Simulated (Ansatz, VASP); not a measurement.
**BAs: VASP beside Ansatz**

One calculation is typed for both programs; each brings its own data sets. How far apart do they land? The cell is taken from a series of runs on this material, whose earlier steps may have relaxed, scaled, displaced or heated it; both programs get it as it stands.

Method: plane waves, with VASP 6.6.1 beside it; zone-centre phonons at LDA, in Ansatz 0.2.0.

## (1) Set-up

It takes space group I-4m2 (No. 119, tetragonal). Conventional cell: a = 3.333 Å, b = 3.333 Å, c = 4.826 Å, α = 90.00°, β = 90.00°, γ = 90.00°. Nearest to B lie 4 As at 2.06 Å. As has 4 B at 2.06 Å nearest. Farther neighbours are not listed.

Coordinates:

```
B As
1.0
     0.00000    2.35674    2.41315
     2.35674    0.00000    2.41315
     2.35674    2.35674    0.00000
B As
1 1
Direct
  0.00000 0.00000 0.00000
  0.75000 0.75000 0.75000
```

## (2) VASP: zone-centre phonons, LDA

Second derivatives magnify differences that forces hide, and they need a tight electronic threshold.

Lines of VASP's logs that name or quote its potential files are left out, and so is its time.

INCAR reads:

```
SYSTEM = BAs
PREC = Accurate
ENCUT = 500
EDIFF = 1E-08
NELM = 120
ISMEAR = 0
SIGMA = 0.01
LREAL = .FALSE.
ALGO = Normal
GGA = CA
NBANDS = 10
LORBIT = 11
LWAVE = .FALSE.
LCHARG = .FALSE.
ISIF = 2
IBRION = 8
LEPSILON = .TRUE.
LASPH = .TRUE.
GGA_COMPAT = .FALSE.
EFERMI = MIDGAP
KPAR = 2
```

POSCAR reads:

```
BAs
1.0
    0.0000000000      2.3567380187      2.4131475749
    2.3567380187      0.0000000000      2.4131475749
    2.3567380187      2.3567380187      0.0000000000
B As
1 1
Direct
    0.0000000000      0.0000000000      0.0000000000
    0.7500000000      0.7500000000      0.7500000000
```

KPOINTS reads:

```
Automatic mesh
0
Gamma
12 12 12
0 0 0
```

Potentials, in the order of the species: B and As (LDA family, release 64).

Started as:

```sh
> mpirun -np 2 vasp_std
```

Numbers of over 12 decimals in the logs are rounded to 6 here.

Output:

```text
[banner, memory and clock lines left out]
running    2 mpi-ranks, on    1 nodes
 distrk:  each k-point on    1 cores,    2 groups
 distr:  one band on    1 cores,    1 groups

 POSCAR found type information on POSCAR B As
 POSCAR found :  2 types and       2 ions
 LDA part: xc-table for (Slater(with rela. corr.)+CA(PZ))
 , standard interpolation
 POSCAR, INCAR and KPOINTS ok, starting setup
 FFT: planning ... GRIDC
 FFT: planning ... GRID_SOFT
 FFT: planning ... GRID
 WAVECAR not read
 entering main loop
       N       E                     dE             d eps       ncg     rms          rms(c)
DAV:   1     0.108615837447E+02    0.10862E+02   -0.37721E+03  3260   0.687E+02
DAV:   2    -0.130111363814E+02   -0.23873E+02   -0.22874E+02  4528   0.107E+02
DAV:   3    -0.136745182535E+02   -0.66338E+00   -0.66190E+00  3890   0.176E+01
DAV:   4    -0.136765449751E+02   -0.20267E-02   -0.20264E-02  3972   0.107E+00
DAV:   5    -0.136765483349E+02   -0.33598E-05   -0.33598E-05  3816   0.427E-02    0.513E+00
DAV:   6    -0.130165988169E+02    0.65995E+00   -0.18064E+00  3494   0.586E+00    0.243E+00
DAV:   7    -0.129328945689E+02    0.83704E-01   -0.20710E-01  3976   0.244E+00    0.897E-01
DAV:   8    -0.129195074614E+02    0.13387E-01   -0.24851E-02  3550   0.877E-01    0.103E-01
DAV:   9    -0.129195320761E+02   -0.24615E-04   -0.72178E-04  3768   0.180E-01    0.578E-02
DAV:  10    -0.129195384623E+02   -0.63863E-05   -0.84718E-05  3530   0.554E-02    0.139E-02
DAV:  11    -0.129195398498E+02   -0.13875E-05   -0.15521E-06  3932   0.925E-03    0.127E-02
DAV:  12    -0.129195396930E+02    0.15686E-06   -0.78860E-07  3594   0.394E-03    0.285E-03
DAV:  13    -0.129195396953E+02   -0.22999E-08   -0.29732E-08  3792   0.125E-03
   1 F= -.12919540E+02 E0= -.12919540E+02  d E =0.000000E+00
 Linear response reoptimize wavefunctions to high precision
DAV:   1    -0.129195396945E+02    0.77694E-09   -0.56317E-09  3588   0.348E-04
DAV:   2    -0.129195396945E+02   -0.11312E-10   -0.12956E-10  2050   0.954E-05
 Linear response G [H, r] |phi>, progress :
  Direction:   1
       N       E                     dE             d eps       ncg     rms
RMM:   1    -0.442008300825E+02   -0.44201E+02   -0.32421E+01  8281   0.454E+01
RMM:   2    -0.346156859119E+02    0.95851E+01   -0.18525E+00  5373   0.109E+01
RMM:   3    -0.346986187426E+02   -0.82933E-01    0.12740E-01  5643   0.902E-01
RMM:   4    -0.347123284034E+02   -0.13710E-01    0.14570E-02  5809   0.989E-02
RMM:   5    -0.347136995004E+02   -0.13711E-02    0.11230E-03  5802   0.118E-02
RMM:   6    -0.347138014648E+02   -0.10196E-03    0.10801E-04  5809   0.198E-03
RMM:   7    -0.347138122927E+02   -0.10828E-04   -0.98325E-07  5326   0.676E-04
RMM:   8    -0.347138123155E+02   -0.22819E-07   -0.20496E-06  4814   0.518E-04
RMM:   9    -0.347138123511E+02   -0.35571E-07   -0.41422E-06  4412   0.503E-04
RMM:  10    -0.347138121049E+02    0.24617E-06   -0.10799E-05  4000   0.503E-04
RMM:  11    -0.347138122838E+02   -0.17895E-06    0.20569E-05  3545   0.503E-04
 Linear response G [H, r] |phi>, progress :
  Direction:   2
       N       E                     dE             d eps       ncg     rms
RMM:   1    -0.351581214817E+02   -0.35158E+02    0.20051E+01  8126   0.428E+01
RMM:   2    -0.298664627408E+02    0.52917E+01   -0.10915E+00  5335   0.952E+00
RMM:   3    -0.299518965787E+02   -0.85434E-01    0.12968E-01  5693   0.791E-01
RMM:   4    -0.299654038972E+02   -0.13507E-01    0.14328E-02  5821   0.875E-02
RMM:   5    -0.299667499891E+02   -0.13461E-02    0.10985E-03  5828   0.107E-02
RMM:   6    -0.299668495781E+02   -0.99589E-04    0.10708E-04  5775   0.182E-03
RMM:   7    -0.299668599120E+02   -0.10334E-04    0.31246E-06  5274   0.626E-04
RMM:   8    -0.299668601254E+02   -0.21334E-06    0.75883E-07  4815   0.479E-04
RMM:   9    -0.299668601407E+02   -0.15326E-07    0.23185E-08  4498   0.464E-04
RMM:  10    -0.299668601409E+02   -0.19038E-09   -0.11699E-06  4066   0.464E-04
RMM:  11    -0.299668601403E+02    0.56504E-09   -0.28107E-06  3600   0.464E-04
 Linear response G [H, r] |phi>, progress :
  Direction:   3
       N       E                     dE             d eps       ncg     rms
RMM:   1    -0.394693624508E+02   -0.39469E+02   -0.10075E+01  8096   0.437E+01
RMM:   2    -0.323330891643E+02    0.71363E+01   -0.23605E+00  5306   0.997E+00
RMM:   3    -0.323331640627E+02   -0.74898E-04   -0.21939E-02  5596   0.831E-01
RMM:   4    -0.323331283240E+02    0.35739E-04   -0.17511E-04  5759   0.912E-02
RMM:   5    -0.323331346862E+02   -0.63622E-05   -0.39557E-07  5745   0.111E-02
RMM:   6    -0.323331353628E+02   -0.67659E-06   -0.26261E-06  5734   0.192E-03
RMM:   7    -0.323331354547E+02   -0.91889E-07   -0.35099E-06  5204   0.708E-04
RMM:   8    -0.323331355482E+02   -0.93493E-07   -0.48568E-06  4729   0.560E-04
RMM:   9    -0.323331358146E+02   -0.26642E-06   -0.99293E-06  4366   0.546E-04
RMM:  10    -0.323331360026E+02   -0.18801E-06   -0.13233E-05  3927   0.546E-04
[...]
RMM:   2    -0.557009076447E+00   -0.12865E-01   -0.56213E-03  5414   0.378E-01
RMM:   3    -0.557032711917E+00   -0.23635E-04   -0.31775E-05  5586   0.247E-02
RMM:   4    -0.557032933936E+00   -0.22202E-06   -0.22651E-07  5602   0.213E-03
RMM:   5    -0.557032935174E+00   -0.12384E-08   -0.12946E-09  5112   0.214E-04
[...]
change of polarisation eV/A/(eV/A) component  2 :     0.247     1.270     0.020
 dielectric tensor                  component  2 :     1.666     9.574     0.134
 Linear response to external field, progress :
  Direction:   3
       N       E                     dE             d eps       ncg     rms          rms(c)
RMM:   1    -0.683280101585E+00   -0.68328E+00   -0.31450E+00 12637   0.302E+00
RMM:   2    -0.699143815663E+00   -0.15864E-01   -0.73989E-03  9204   0.412E-01    0.128E+00
RMM:   3    -0.682955301887E+00    0.16189E-01   -0.65508E-03  9426   0.466E-01    0.732E-01
RMM:   4    -0.705028980139E+00   -0.22074E-01   -0.86168E-03  9249   0.551E-01    0.721E-02
RMM:   5    -0.708254951397E+00   -0.32260E-02   -0.13679E-04  9553   0.739E-02    0.853E-03
RMM:   6    -0.708372684059E+00   -0.11773E-03   -0.83858E-07  9692   0.671E-03    0.456E-03
RMM:   7    -0.708429443506E+00   -0.56759E-04   -0.15589E-07  9721   0.293E-03    0.298E-04
RMM:   8    -0.708438185822E+00   -0.87423E-05   -0.12994E-09  9226   0.206E-04    0.108E-04
RMM:   9    -0.708435144192E+00    0.30416E-05   -0.11718E-09  8819   0.101E-04    0.206E-05
RMM:  10    -0.708435263609E+00   -0.11942E-06   -0.28669E-10  5449   0.277E-05    0.456E-06
 change of polarisation eV/A/(eV/A) component  3 :     0.471     0.101     1.331
 dielectric tensor                  component  3 :     3.181     0.685     9.987
 Linear response DOF=           4
 Linear response progress:
  Degree of freedom:   1/  4
       N       E                     dE             d eps       ncg     rms          rms(c)
RMM:   1    -0.438948321118E-01   -0.43895E-01   -0.14708E-03 22864   0.109E+00
RMM:   2    -0.407717071731E-01    0.31231E-02   -0.11109E-03 14954   0.217E-01    0.100E-01
RMM:   3    -0.408145956651E-01   -0.42888E-04   -0.13806E-04 15829   0.672E-02    0.525E-02
RMM:   4    -0.410942461301E-01   -0.27965E-03   -0.12309E-04 15470   0.621E-02    0.752E-03
RMM:   5    -0.410732180434E-01    0.21028E-04   -0.71889E-07 16469   0.694E-03    0.718E-04
RMM:   6    -0.410709602339E-01    0.22578E-05   -0.36188E-09 16328   0.567E-04    0.269E-04
RMM:   7    -0.410702003211E-01    0.75991E-06    0.22573E-09 16703   0.270E-04    0.486E-05
RMM:   8    -0.410702923573E-01   -0.92036E-07    0.44519E-09 16891   0.552E-05    0.128E-05
RMM:   9    -0.410702489588E-01    0.43398E-07    0.49693E-09 17479   0.340E-05    0.176E-06
RMM:  10    -0.410702497560E-01   -0.79715E-09    0.45154E-09 15806   0.253E-05    0.349E-07
 first order change of Fermi-energy   0.14449E-04
 force on displaced ion       1 direction 1 : -16.840  -0.000   0.000
 Born effective charge ion    1 direction 1 :  -0.557   0.000   0.000
 Linear response progress:
  Degree of freedom:   2/  4
       N       E                     dE             d eps       ncg     rms          rms(c)
RMM:   1    -0.435923448091E-01   -0.43592E-01    0.30931E-03 13195   0.109E+00
RMM:   2    -0.408300022112E-01    0.27623E-02   -0.10983E-03  8805   0.216E-01    0.102E-01
RMM:   3    -0.408698698467E-01   -0.39868E-04   -0.14510E-04  9185   0.693E-02    0.535E-02
RMM:   4    -0.411574957427E-01   -0.28763E-03   -0.13226E-04  9011   0.643E-02    0.741E-03
RMM:   5    -0.411346607601E-01    0.22835E-04   -0.71195E-07  9566   0.693E-03    0.695E-04
RMM:   6    -0.411326626465E-01    0.19981E-05   -0.55705E-09  9518   0.541E-04    0.275E-04
RMM:   7    -0.411320828459E-01    0.57980E-06   -0.15769E-09  9700   0.229E-04    0.452E-05
RMM:   8    -0.411321844946E-01   -0.10165E-06   -0.59614E-10  9795   0.533E-05    0.129E-05
RMM:   9    -0.411321493318E-01    0.35163E-07   -0.42726E-10 10211   0.360E-05    0.173E-06
RMM:  10    -0.411321508378E-01   -0.15060E-08    0.12141E-10  9136   0.266E-05    0.703E-07
 first order change of Fermi-energy  -0.35799E+01
 force on displaced ion       1 direction 3 :   0.000   0.000 -16.790
 Born effective charge ion    1 direction 3 :   0.000   0.000  -0.522
 Linear response progress:
  Degree of freedom:   3/  4
       N       E                     dE             d eps       ncg     rms          rms(c)
RMM:   1    -0.402648972073E-01   -0.40265E-01    0.27275E-02 23275   0.115E+00
RMM:   2    -0.377751428357E-01    0.24898E-02   -0.91837E-04 15195   0.216E-01    0.961E-02
RMM:   3    -0.376561757082E-01    0.11897E-03   -0.15622E-05 16299   0.268E-02    0.563E-02
RMM:   4    -0.376762775811E-01   -0.20102E-04   -0.19586E-05 16054   0.300E-02    0.313E-03
RMM:   5    -0.376723893402E-01    0.38882E-05   -0.75092E-08 16731   0.263E-03    0.819E-04
RMM:   6    -0.376694752871E-01    0.29141E-05    0.65379E-09 16703   0.493E-04    0.141E-04
RMM:   7    -0.376687186963E-01    0.75659E-06    0.42695E-09 17089   0.113E-04    0.440E-05
RMM:   8    -0.376686145925E-01    0.10410E-06    0.34758E-09 16280   0.555E-05    0.136E-05
RMM:   9    -0.376686636308E-01   -0.49038E-07    0.24900E-09 17603   0.402E-05    0.635E-07
RMM:  10    -0.376686668786E-01   -0.32478E-08    0.24586E-09 12922   0.353E-05    0.278E-07
 first order change of Fermi-energy  -0.70539E-05
 force on displaced ion       2 direction 1 : -16.839  -0.000   0.000
 Born effective charge ion    2 direction 1 :   0.552   0.000   0.000
 Linear response progress:
  Degree of freedom:   4/  4
       N       E                     dE             d eps       ncg     rms          rms(c)
RMM:   1    -0.401463684937E-01   -0.40146E-01    0.31680E-02 13324   0.115E+00
RMM:   2    -0.379504366148E-01    0.21959E-02   -0.90704E-04  8895   0.215E-01    0.991E-02
RMM:   3    -0.378407605306E-01    0.10968E-03   -0.11311E-05  9491   0.270E-02    0.579E-02
RMM:   4    -0.378780567248E-01   -0.37296E-04   -0.18254E-05  9328   0.301E-02    0.321E-03
RMM:   5    -0.378716334297E-01    0.64233E-05    0.64995E-08  9789   0.260E-03    0.863E-04
RMM:   6    -0.378679592367E-01    0.36742E-05    0.24072E-08  9706   0.466E-04    0.129E-04
RMM:   7    -0.378673850555E-01    0.57418E-06    0.60215E-09 10033   0.116E-04    0.421E-05
RMM:   8    -0.378673719557E-01    0.13100E-07    0.19688E-09 10159   0.453E-05    0.159E-05
RMM:   9    -0.378673994516E-01   -0.27496E-07    0.65082E-10 10211   0.372E-05    0.616E-07
RMM:  10    -0.378674031854E-01   -0.37338E-08   -0.88608E-09  7519   0.328E-05    0.246E-07
 first order change of Fermi-energy   0.35805E+01
 force on displaced ion       2 direction 3 :   0.000   0.000 -16.792
 Born effective charge ion    2 direction 3 :   0.000   0.000   0.517
 Born effective charges drift removed
 Linear response finished
```

OUTCAR, selected parts (step 2):

```text
ion  position               nearest neighbor table
   1  0.000  0.000  0.000-   2 2.06   2 2.06   2 2.06   2 2.06
   2  0.750  0.750  0.750-   1 2.06   1 2.06   1 2.06   1 2.06

  LATTYP: Found a body centered tetragonal cell.
 ALAT       =     3.3329308690
 C/A-ratio  =     1.4480633831

 Subroutine GETGRP returns: Found  8 space group operations
 (whereof  8 operations were pure point group operations)

The static configuration has the point symmetry D_2d.

 Found    163 irreducible k-points:

   k-points           NKPTS =    163   k-points in BZ     NKDIM =    163   number of bands    NBANDS=     10

   dimension x,y,z NGX =    28 NGY =   28 NGZ =   24
   dimension x,y,z NGXF=    56 NGYF=   56 NGZF=   48

   ENCUT  =  500.0 eV  36.75 Ry    6.06 a.u.   6.15  6.15  6.08*2*pi/ulx,y,z

   NELECT =       8.0000    total number of electrons

 k-points in reciprocal lattice and weights: Automatic mesh
   0.00000000  0.00000000  0.00000000       0.001
   0.08333333  0.00000000  0.00000000       0.005
   0.16666667  0.00000000  0.00000000       0.005
   0.25000000  0.00000000  0.00000000       0.005
   0.33333333 -0.00000000  0.00000000       0.005
   0.41666667  0.00000000  0.00000000       0.005
   0.50000000  0.00000000  0.00000000       0.002
   0.08333333  0.08333333  0.00000000       0.001
   0.16666667  0.08333333  0.00000000       0.005
[...]
-0.33333333  0.16666667  0.50000000       0.002
  -0.25000000  0.25000000  0.50000000       0.001

 average (electrostatic) potential at core
       1 -31.7419       2 -51.8232

  Total        0.1565471      0.1565471     -0.7066032      0.0000000      0.0000000      0.0000000
  in kB        9.3566229      9.3566229    -42.2327833      0.0000000      0.0000000      0.0000000
  external PRESSURE =      -7.8398458 kB  Pullay stress =       0.0000000 kB

  energy-cutoff  :      500.00
  volume of cell :       26.81
      direct lattice vectors                 reciprocal lattice vectors
     0.000000000  2.356738019  2.413147575    -0.212157650  0.212157650  0.207198269
     2.356738019  0.000000000  2.413147575     0.212157650 -0.212157650  0.207198269
     2.356738019  2.356738019  0.000000000     0.212157650  0.212157650 -0.207198269

 POSITION                                       TOTAL-FORCE (eV/Angst)
 -----------------------------------------------------------------------------------
      0.00000      0.00000      0.00000         0.000000      0.000000      0.000000
      3.53511      3.53511      3.61972        -0.000000     -0.000000     -0.000000
 -----------------------------------------------------------------------------------
    total drift:                               -0.000000     -0.000000     -0.000000

 MACROSCOPIC STATIC DIELECTRIC TENSOR (including local field effects in DFT)
 ------------------------------------------------------
           9.573702     0.000000     0.000000
           0.000000     9.573702    -0.000000
           0.000000     0.000000     9.986907
 ------------------------------------------------------

 PIEZOELECTRIC TENSOR (including local field effects)  for field in x, y, z        (C/m^2)
          XX          YY          ZZ          XY          YZ          ZX
  --------------------------------------------------------------------------------
  x     0.00000     0.00000     0.00000     0.00000    -0.11702     0.00000
  y    -0.00000     0.00000     0.00000     0.00000     0.00000    -0.11702
  z     0.00000     0.00000     0.00000    -0.08631     0.00000     0.00000

 BORN EFFECTIVE CHARGES (including local field effects) (in |e|, cummulative output)
 ---------------------------------------------------------------------------------
 ion    1
    1    -0.55351     0.00000     0.00000
    2     0.00000    -0.55351     0.00000
    3     0.00000     0.00000    -0.51982
 ion    2
    1     0.55351     0.00000     0.00000
    2    -0.00000     0.55351     0.00000
    3     0.00000     0.00000     0.51982

 Eigenvectors and eigenvalues of the dynamical matrix
 ----------------------------------------------------

   1 f  =   20.871886 THz   131.141928 2PiTHz  696.211178 cm-1    86.319146 meV
             X         Y         Z           dx          dy          dz
      0.000000  0.000000  0.000000    -0.934830    0.000000    0.000000
      3.535107  3.535107  3.619721     0.355096    0.000000    0.000000

   2 f  =   20.871886 THz   131.141928 2PiTHz  696.211178 cm-1    86.319146 meV
             X         Y         Z           dx          dy          dz
      0.000000  0.000000  0.000000     0.000000   -0.934830   -0.000000
      3.535107  3.535107  3.619721     0.000000    0.355096    0.000000

   3 f  =   20.840708 THz   130.946029 2PiTHz  695.171184 cm-1    86.190203 meV
             X         Y         Z           dx          dy          dz
      0.000000  0.000000  0.000000     0.000000    0.000000   -0.934818
      3.535107  3.535107  3.619721     0.000000    0.000000    0.355126

   4 f/i=    0.000246 THz     0.001545 2PiTHz    0.008201 cm-1     0.001017 meV
             X         Y         Z           dx          dy          dz
      0.000000  0.000000  0.000000     0.000000   -0.355096    0.000000
      3.535107  3.535107  3.619721     0.000000   -0.934830    0.000000

   5 f/i=    0.000246 THz     0.001545 2PiTHz    0.008201 cm-1     0.001017 meV
             X         Y         Z           dx          dy          dz
      0.000000  0.000000  0.000000    -0.355096    0.000000    0.000000
      3.535107  3.535107  3.619721    -0.934830    0.000000    0.000000

   6 f/i=    0.000439 THz     0.002756 2PiTHz    0.014631 cm-1     0.001814 meV
             X         Y         Z           dx          dy          dz
      0.000000  0.000000  0.000000     0.000000    0.000000    0.355126
      3.535107  3.535107  3.619721     0.000000    0.000000    0.934818

 MACROSCOPIC STATIC DIELECTRIC TENSOR IONIC CONTRIBUTION
 ------------------------------------------------------
           0.122814    -0.000000     0.000000
          -0.000000     0.122814     0.000000
           0.000000     0.000000     0.108634
 ------------------------------------------------------

 ELASTIC MODULI CONTR FROM IONIC RELAXATION (kBar)
 Direction    XX          YY          ZZ          XY          YZ          ZX
 --------------------------------------------------------------------------------
 XX           0.0000      0.0000      0.0000      0.0000      0.0000      0.0000
 YY           0.0000      0.0000      0.0000      0.0000      0.0000      0.0000
 ZZ           0.0000      0.0000      0.0000      0.0000      0.0000      0.0000
 XY           0.0000      0.0000      0.0000   -181.1367      0.0000      0.0000
 YZ           0.0000      0.0000      0.0000      0.0000   -191.9465      0.0000
 ZX           0.0000      0.0000      0.0000      0.0000      0.0000   -186.1376
 --------------------------------------------------------------------------------

 PIEZOELECTRIC TENSOR IONIC CONTR  for field in x, y, z        (C/m^2)
          XX          YY          ZZ          XY          YZ          ZX
  --------------------------------------------------------------------------------
  x     0.00000     0.00000     0.00000     0.00000     0.14447     0.00000
  y     0.00000     0.00000     0.00000     0.00000    -0.00000     0.14227
  z     0.00000     0.00000     0.00000     0.13200     0.00000     0.00000
```

(Part 1 of 2 ends here.)

[Lines on the potential files, build, host, timing and source positions are cut from VASP's logs without a mark.]

[Logs are printed without paths, hosts, clocks, repeated set-up lines and the standing remarks that a program may print on its own settings, such as how far it seeks lower states.]

[Hosts, paths, dates, database ids (printed as entryN), source tags and the programs' standing remarks are cut or masked in the printed files.]
